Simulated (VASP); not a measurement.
# Mg2CdO3 (Cmc2_1) in VASP: further runs

The runs below take Mg2CdO3 through single point, with PBE.

Program: VASP 6.6.1. These are calculated values, not measurements. Logs are shortened: lines on timing, memory, paths and dates and some standing lists are left out, and cuts for length are marked.

## 1. Starting point

Symmetry: Cmc2_1, No. 36, orthorhombic system. The conventional cell has a = 10.281 Å, b = 5.914 Å, c = 5.351 Å, α = 90.00°, β = 90.00°, γ = 90.00°. Mg (site symmetry 1) is surrounded by 4 O at 1.99 to 2.00 Å. Around Cd (site symmetry m) lie 4 O at 2.23 to 2.28 Å. O (site symmetry 1) is surrounded by 3 Mg at 1.99 to 2.00 Å and 1 Cd at 2.23 Å. O (site symmetry m) is surrounded by 2 Mg at 1.99 Å and 2 Cd at 2.24 to 2.28 Å.

The cell was built by a generator and needn't be a form met in nature.

## 2. Single point, PBE

Contents of INCAR:

```
SYSTEM = Mg2CdO3
PREC     = Normal         ! precision mode
ENCUT    = 520            ! plane-wave cutoff, eV
EDIFF    = 1E-5           ! SCF threshold, eV
ISMEAR   = 0              ! smearing method
SIGMA    = 0.05           ! smearing width, eV
LREAL    = Auto         
LASPH    = .TRUE.         ! aspherical terms in the spheres
NELM     = 80             ! most SCF steps
ALGO     = Fast           ! electronic algorithm
ISIF     = 2              ! what is computed and relaxed
LWAVE    = .FALSE.        ! write WAVECAR
LCHARG   = .FALSE.        ! write CHGCAR
GGA      = PE             ! functional
```

Contents of KPOINTS:

```
Automatic mesh
0
G
  4 4 3
  0 0 0
```

Contents of POSCAR:

```
Mg2CdO3
1.0
    5.1406100000     -2.9572300000      0.0000000000
    5.1406100000      2.9572300000      0.0000000000
    0.0000000000      0.0000000000      5.3512300000
Mg Cd O
4 2 6
Direct
    0.8345410000      0.5066930000      0.0023540000
    0.1654590000      0.4933070000      0.5023540000
    0.5066930000      0.8345410000      0.5023540000
    0.4933070000      0.1654590000      0.0023540000
    0.1758390000      0.8241610000      0.9911660000
    0.8241610000      0.1758390000      0.4911660000
    0.5321230000      0.8334830000      0.8742560000
    0.1665170000      0.4678770000      0.8742560000
    0.1968350000      0.8031650000      0.4174100000
    0.8334830000      0.5321230000      0.3742560000
    0.4678770000      0.1665170000      0.3742560000
    0.8031650000      0.1968350000      0.9174100000
```

Potentials or basis: VASP PAW PBE potentials, release 64 (Mg, Cd, O).

Launch:

```console
cat potpaw_PBE.64/Mg/POTCAR potpaw_PBE.64/Cd/POTCAR potpaw_PBE.64/O/POTCAR > POTCAR
mpirun -np 1 vasp_std > vasp.out
```

OUTCAR:

```text
SYSTEM = Mg2CdO3
   PREC = Normal
   ENCUT = 520
   EDIFF = 1E-5
   ISMEAR = 0
   LREAL = Auto
   LASPH = .TRUE.
   NELM = 80
   ISIF = 2
   GGA = PE

 ion  position               nearest neighbor table
   1  0.835  0.507  0.002-   8 1.99   7 1.99  12 1.99  10 2.00   6 3.29   2 3.30   2 3.30   3 3.30
                             3 3.30   4 3.38   4 3.38   5 3.38   6 3.38   5 3.39   5 3.50   4 3.51
   2  0.165  0.493  0.502-  10 1.99  11 1.99   9 1.99   8 2.00   5 3.29   1 3.30   1 3.30   4 3.30
                             4 3.30   3 3.38   3 3.38   6 3.38   5 3.38   6 3.39   6 3.50   3 3.51
   3  0.507  0.835  0.502-  11 1.99  10 1.99   9 1.99   7 2.00   5 3.29   4 3.30   4 3.30   1 3.30
                             1 3.30   2 3.38   2 3.38   6 3.38   5 3.38   6 3.39   6 3.50   2 3.51
   4  0.493  0.165  0.002-   7 1.99   8 1.99  12 1.99  11 2.00   6 3.29   3 3.30   3 3.30   2 3.30
                             2 3.30   1 3.38   1 3.38   5 3.38   6 3.38   5 3.39   5 3.50   1 3.51
   5  0.176  0.824  0.991-   7 2.23   8 2.23  12 2.24   9 2.28   2 3.29   3 3.29   1 3.38   4 3.38
                             3 3.38   2 3.38   4 3.39   1 3.39   6 3.39   6 3.39   1 3.50   4 3.50
   6  0.824  0.176  0.491-  10 2.23  11 2.23   9 2.24  12 2.28   1 3.29   4 3.29   3 3.38   2 3.38
                             4 3.38   1 3.38   2 3.39   3 3.39   5 3.39   5 3.39   2 3.50   3 3.50
   7  0.532  0.833  0.874-   4 1.99   1 1.99   3 2.00   5 2.23
   8  0.167  0.468  0.874-   1 1.99   4 1.99   2 2.00   5 2.23
   9  0.197  0.803  0.417-   2 1.99   3 1.99   6 2.24   5 2.28
  10  0.833  0.532  0.374-   2 1.99   3 1.99   1 2.00   6 2.23
  11  0.468  0.167  0.374-   3 1.99   2 1.99   4 2.00   6 2.23
  12  0.803  0.197  0.917-   1 1.99   4 1.99   5 2.24   6 2.28

  LATTYP: Found a base centered orthorhombic cell.
 ALAT       =     5.9144600000
 B/A-ratio  =     1.7383193056
 C/A-ratio  =     0.9047706807

  Lattice vectors:

 A1 = (  -5.1406100000,  -2.9572300000,   0.0000000000)
 A2 = (   5.1406100000,  -2.9572300000,   0.0000000000)
 A3 = (   0.0000000000,   0.0000000000,   5.3512300000)

Analysis of symmetry for initial positions (statically):
=====================================================================
 Subroutine PRICEL returns:
 Original cell was already a primitive cell.

 Routine SETGRP: Setting up the symmetry group for a
 base centered orthorhombic supercell.

 Subroutine GETGRP returns: Found  4 space group operations
 (whereof  2 operations were pure point group operations)
 out of a pool of  8 trial point group operations.

The static configuration has the point symmetry C_1h.
 The point group associated with its full space group is C_2v.

Analysis of symmetry for dynamics (positions and initial velocities):
=====================================================================
 Subroutine PRICEL returns:
 Original cell was already a primitive cell.

 Routine SETGRP: Setting up the symmetry group for a
 base centered orthorhombic supercell.

 Subroutine GETGRP returns: Found  4 space group operations
 (whereof  2 operations were pure point group operations)
 out of a pool of  8 trial point group operations.

The dynamic configuration has the point symmetry C_1h.
 The point group associated with its full space group is C_2v.

 Subroutine INISYM returns: Found  4 space group operations
 (whereof  2 operations are pure point group operations),
 and found     1 'primitive' translations

----------------------------------------------------------------------------------------

                                     Primitive cell

  volume of cell :     162.6984

  direct lattice vectors                    reciprocal lattice vectors
     5.140610000 -2.957230000  0.000000000     0.097264722 -0.169077143  0.000000000
     5.140610000  2.957230000  0.000000000     0.097264722  0.169077143  0.000000000
     0.000000000  0.000000000  5.351230000     0.000000000  0.000000000  0.186872925

  length of vectors
     5.930521094  5.930521094  5.351230000     0.195057700  0.195057700  0.186872925

  position of ions in fractional coordinates (direct lattice)
     0.834541000  0.506693000  0.002354000
     0.165459000  0.493307000  0.502354000
     0.506693000  0.834541000  0.502354000
     0.493307000  0.165459000  0.002354000
     0.175839000  0.824161000  0.991166000
     0.824161000  0.175839000  0.491166000
     0.532123000  0.833483000  0.874256000
     0.166517000  0.467877000  0.874256000
     0.196835000  0.803165000  0.417410000
     0.833483000  0.532123000  0.374256000
     0.467877000  0.166517000  0.374256000
     0.803165000  0.196835000  0.917410000

  ion indices of the primitive-cell ions
   primitive index   ion index
                 1           1
                 2           2
                 3           3
                 4           4
                 5           5
                 6           6
                 7           7
                 8           8
                 9           9
                10          10
                11          11
                12          12

----------------------------------------------------------------------------------------

 KPOINTS: Automatic mesh

Automatic generation of k-mesh.
 Grid dimensions read from file:
 generate k-points for:    4    4    3

 Generating k-lattice:

  Cartesian coordinates                     Fractional coordinates (reciprocal lattice)
     0.024316180 -0.042269286  0.000000000     0.250000000  0.000000000  0.000000000
     0.024316180  0.042269286  0.000000000     0.000000000  0.250000000  0.000000000
     0.000000000  0.000000000  0.062290975     0.000000000  0.000000000  0.333333333

  Length of vectors
     0.048764425  0.048764425  0.062290975

  Shift w.r.t. Gamma in fractional coordinates (k-lattice)
     0.000000000  0.000000000  0.000000000

 Subroutine IBZKPT returns following result:
 ===========================================

 Found     14 irreducible k-points:

 Following reciprocal coordinates:
            Coordinates               Weight
  0.000000  0.000000  0.000000      1.000000
  0.250000  0.000000  0.000000      4.000000
  0.500000  0.000000  0.000000      2.000000
  0.250000  0.250000  0.000000      2.000000
  0.500000  0.250000  0.000000      4.000000
 -0.250000  0.250000  0.000000      2.000000
  0.500000  0.500000  0.000000      1.000000
  0.000000  0.000000  0.333333      2.000000
  0.250000  0.000000  0.333333      8.000000
  0.500000  0.000000  0.333333      4.000000
  0.250000  0.250000  0.333333      4.000000
  0.500000  0.250000  0.333333      8.000000
 -0.250000  0.250000  0.333333      4.000000
  0.500000  0.500000  0.333333      2.000000
   k-points           NKPTS =     14   k-points in BZ     NKDIM =     14   number of bands    NBANDS=     41
   number of dos      NEDOS =    301   number of ions     NIONS =     12
   total plane-waves  NPLWV =  38880
   dimension x,y,z NGX =    36 NGY =   36 NGZ =   30
   dimension x,y,z NGXF=    72 NGYF=   72 NGZF=   60
   ions per type =               4   2   6
   NGX,Y,Z   is equivalent  to a cutoff of  10.09, 10.09,  9.32 a.u.
   NGXF,Y,Z  is equivalent  to a cutoff of  20.18, 20.18, 18.64 a.u.
 SYSTEM =  Mg2CdO3
   PREC   = normal    normal or accurate (medium, high low for compatibility)
   ISTART =      0    job   : 0-new  1-cont  2-samecut
   ICHARG =      2    charge: 1-file 2-atom 10-const
   ISPIN  =      1    spin polarized calculation?
   LNONCOLLINEAR =      F non collinear calculations
   LSORBIT =      F    spin-orbit coupling
   LASPH  =      T    aspherical Exc in radial PAW
   ENCUT  =  520.0 eV  38.22 Ry    6.18 a.u.  11.03 11.03  9.95*2*pi/ulx,y,z
   NELM   =     80;   NELMIN=  2; NELMDL= -5     # of ELM steps
   EDIFF  = 0.1E-04   stopping-criterion for ELM
   LREAL  =      T    real-space projection
   EDIFFG = 0.1E-03   stopping-criterion for IOM
   NSW    =      0    number of steps for IOM
   IBRION =     -1    ionic relax: 0-MD 1-quasi-New 2-CG
   NFREE  =      0    steps in history (QN), initial steepest desc. (CG)
   ISIF   =      2    stress and relaxation
   ISYM   =      2    0-nonsym 1-usesym 2-fastsym
   POTIM  = 0.5000    time-step for ionic-motion
   TEBEG  =    0.0;   TEEND  =   0.0 temperature during run
   PSTRESS=    0.0 pullay stress
   NELECT =      68.0000    total number of electrons
   NUPDOWN=      -1.0000    fix difference up-down
   EMIN   =  10.00;   EMAX   =-10.00  energy-range for DOS
   EFERMI =   0.00;   METHOD = LEGACY
   ISMEAR =     0;   SIGMA  =   0.05  broadening in eV -4-tet -1-fermi 0-gaus
   EFERMI_NEDOS =   21; number of points for ismear=-14 and -15
   IALGO  =     68    algorithm
   IMIX   =      4    mixing-type and parameters
     AMIX     =   0.40;   BMIX     =  1.00
     AMIX_MAG =   1.60;   BMIX_MAG =  1.00
  volume/ion in A,a.u.               =      13.56        91.50
  Fermi-wavevector in a.u.,A,eV,Ry     =   1.224005  2.313035 20.384103  1.498189
  Thomas-Fermi vector in A             =   2.359096
   LORBIT       =      0    0 simple, 1 ext, 2 COOP (PROOUT), +10 PAW based schemes
   GGA     = PE    functional components
   LHFCALC =     F    Hartree Fock is set to
   AEXX    =    0.0000 exact exchange contribution
   IVDW    =     0    specifies the selected vdW correction
   LEPSILON=     F    determine dielectric tensor
   LRPA    =     F    only Hartree local field effects (RPA)
 non-spin polarized calculation
 RMM-DIIS sequential band-by-band and
 Gauss-broadening in eV      SIGMA  =   0.05
  energy-cutoff  :      520.00
  volume of cell :      162.70
 maximum number of plane-waves:      4388
   NGX = 23   NGY = 23   NGZ = 19

 number of electron      68.0000002 magnetization

 Free energy of the ion-electron system (eV)
  ---------------------------------------------------
  ext. energy  EPLUGINS =         0.00000000
  ---------------------------------------------------
  free energy    TOTEN  =       -62.57140052 eV

  energy without entropy =      -62.57140052  energy(sigma->0) =      -62.57140052

 E-fermi :   0.7540     XC(G=0):  -9.8500

 val. band max:        0.4552720296   @ k =   0.5000   0.0000   0.3333
 cond. band min:       2.3584741334   @ k =   0.0000   0.0000   0.0000
 fundamental gap:      1.9032021039
 Fermi energy:         0.7539512610

 k-point     1 :       0.0000    0.0000    0.0000
  band No.  band energies     occupation
      1     -15.6382      2.00000
      2     -15.1380      2.00000
      3     -15.0430      2.00000
      4     -15.0089      2.00000
      5     -15.0007      2.00000
      6     -15.0002      2.00000
[... 33 lines left out ...]
     40       8.6427      0.00000
     41       8.8739      0.00000

 k-point     2 :       0.2500    0.0000    0.0000
  band No.  band energies     occupation
      1     -15.5597      2.00000
      2     -15.1746      2.00000
      3     -15.1145      2.00000
      4     -15.0443      2.00000
      5     -14.9861      2.00000
      6     -14.9495      2.00000
[... 517 lines left out ...]
     40       7.7583      0.00000
     41       9.4954      0.00000

 k-point    14 :       0.5000    0.5000    0.3333
  band No.  band energies     occupation
      1     -15.3075      2.00000
      2     -15.2348      2.00000
      3     -15.1528      2.00000
      4     -15.0916      2.00000
      5     -15.0157      2.00000
      6     -14.9965      2.00000
[... 33 lines left out ...]
     40       7.6276      0.00000
     41       8.9438      0.00000

------------------------ aborting loop because EDIFF is reached ----------------------------------------

  FORCE on cell =-STRESS in cart. coord.  units (eV):
  Direction    XX          YY          ZZ          XY          YZ          ZX
  --------------------------------------------------------------------------------------
  -------------------------------------------------------------------------------------
  Total        0.0993323      0.0900530      0.1250095      0.0000000      0.0000000      0.0000000
  in kB        0.9781778      0.8867993      1.2310344      0.0000000      0.0000000      0.0000000
  external PRESSURE =       1.0320038 kB  Pullay stress =       0.0000000 kB

 VOLUME and BASIS-vectors are now :
 -----------------------------------------------------------------------------
  energy-cutoff  :      520.00
  volume of cell :      162.70
      direct lattice vectors                 reciprocal lattice vectors
     5.140610000 -2.957230000  0.000000000     0.097264722 -0.169077143  0.000000000
     5.140610000  2.957230000  0.000000000     0.097264722  0.169077143  0.000000000
     0.000000000  0.000000000  5.351230000     0.000000000  0.000000000  0.186872925

 POSITION                                       TOTAL-FORCE (eV/Angst)
 -----------------------------------------------------------------------------------
      6.89476     -0.96952      0.01260         0.001501     -0.004822      0.004021
      3.38646      0.96952      2.68821        -0.001501      0.004822      0.004021
      6.89476      0.96952      2.68821         0.001501      0.004822      0.004021
      3.38646     -0.96952      0.01260        -0.001501     -0.004822      0.004021
      5.14061      1.91724      5.30396         0.000000     -0.001141      0.006422
      5.14061     -1.91724      2.62834         0.000000      0.001141      0.006422
      7.02005      0.89119      4.67834        -0.006777     -0.001802     -0.004747
      3.26117      0.89119      4.67834         0.006777     -0.001802     -0.004747
      5.14061      1.79306      2.23366         0.000000      0.004845     -0.004972
      7.02005     -0.89119      2.00273        -0.006777      0.001802     -0.004747
      3.26117     -0.89119      2.00273         0.006777      0.001802     -0.004747
      5.14061     -1.79306      4.90927         0.000000     -0.004845     -0.004972
 -----------------------------------------------------------------------------------
    total drift:                               -0.000002     -0.000000     -0.049663

  FREE ENERGIE OF THE ION-ELECTRON SYSTEM (eV)
  ---------------------------------------------------
  free  energy   TOTEN  =       -62.5714005240 eV

  energy  without entropy=      -62.5714005240  energy(sigma->0) =      -62.57140052
```

It took 1.8 min on 1 thread of AMD EPYC 7R43 (Zen 3), shared host; peak memory 0.18 GiB.

Results:

```yaml
Free_energy: -62.5714 eV
Pressure: 0.1 GPa
Largest_force: 0.008 eV/Å
Band_gap_on_the_k_mesh: 1.90 eV, indirect (least direct gap 1.94 eV)
```

Forces on the atoms (eV/Å):
```
Mg   0.002 -0.005  0.004
Mg  -0.002  0.005  0.004
Mg   0.002  0.005  0.004
Mg  -0.002 -0.005  0.004
Cd   0.000 -0.001  0.006
Cd   0.000  0.001  0.006
O   -0.007 -0.002 -0.005
O    0.007 -0.002 -0.005
O    0.000  0.005 -0.005
O   -0.007  0.002 -0.005
O    0.007  0.002 -0.005
O    0.000 -0.005 -0.005
```

Caveat: an odd mesh through Γ misses points on the zone boundary, where band edges often lie. A hybrid or GW would open this gap; PBE tends to underestimate it.

## 3. Single point, PBE

This run uses another cell than the first one, of 11.02 Å³/atom, 0.813 times its volume.

INCAR is that of step 2.

Contents of KPOINTS:

```
Automatic mesh
0
G
  4 4 4
  0 0 0
```

Contents of POSCAR:

```
Mg2CdO3
1.0
    2.7264310000     -4.7115200000      0.0000000000
    2.7264310000      4.7115200000      0.0000000000
   -1.8259700000      0.0000000000      5.1487150000
Mg Cd O
4 2 6
Direct
    0.0000000000      0.0000000000      0.5000000000
    0.3347150000      0.6652850000      0.5000000000
    0.6652850000      0.3347150000      0.5000000000
    0.5000000000      0.5000000000      0.0000000000
    0.8324400000      0.1675600000      0.0000000000
    0.1675600000      0.8324400000      0.0000000000
    0.4079470000      0.0928170000      0.7239780000
    0.9071830000      0.5920530000      0.2760220000
    0.0928170000      0.4079470000      0.7239780000
    0.5920530000      0.9071830000      0.2760220000
    0.7230320000      0.7230320000      0.7381310000
    0.2769680000      0.2769680000      0.2618690000
```

Potentials or basis: VASP PAW PBE potentials, release 64 (Mg, Cd, O).

Launch:

```console
cat potpaw_PBE.64/Mg/POTCAR potpaw_PBE.64/Cd/POTCAR potpaw_PBE.64/O/POTCAR > POTCAR
mpirun -np 1 vasp_std > vasp.out
```

It took 2.3 min on 1 thread of AMD EPYC 7R43 (Zen 3), shared host; peak memory 0.17 GiB.

It converged, with:

```yaml
Free_energy: -62.2891 eV
Pressure: 0.1 GPa
Largest_force: 0.013 eV/Å
Band_gap_on_the_k_mesh: 1.85 eV, indirect (least direct gap 2.27 eV)
```

Forces in eV/Å, atoms in the order of the input:
```
Mg   0.000  0.000  0.000
Mg   0.000  0.002  0.000
Mg   0.000 -0.002  0.000
Mg   0.000  0.000  0.000
Cd   0.000  0.013  0.000
Cd   0.000 -0.013  0.000
O    0.001 -0.004  0.005
O   -0.001 -0.004 -0.005
O    0.001  0.004  0.005
O   -0.001  0.004 -0.005
O   -0.006  0.000 -0.007
O    0.006  0.000  0.007
```

Levels at points of the mesh, in eV from the valence-band top:
| k point | band 31 | band 32 | band 33 | band 34 | band 35 | band 36 | band 37 | band 38 |
| --- | --- | --- | --- | --- | --- | --- | --- | --- |
| (0.00, 0.00, 0.00) | -0.55 | -0.47 | -0.43 | -0.41 | 1.85 | 6.04 | 6.98 | 7.78 |
| (0.50, 0.00, 0.00) | -0.79 | -0.77 | -0.51 | -0.21 | 4.56 | 4.79 | 7.08 | 7.46 |
| (0.50, 0.50, 0.00) | -0.79 | -0.31 | -0.19 | 0.00 | 4.40 | 4.71 | 5.82 | 6.85 |
| (0.00, 0.00, 0.50) | -0.83 | -0.68 | -0.13 | -0.12 | 3.91 | 5.06 | 6.99 | 7.62 |
| (0.50, 0.00, 0.50) | -0.76 | -0.52 | -0.32 | -0.16 | 4.72 | 4.84 | 5.83 | 7.02 |
| (0.50, 0.50, 0.50) | -0.88 | -0.73 | -0.56 | -0.52 | 4.80 | 5.39 | 7.06 | 7.32 |

[end of part 1 of 2]
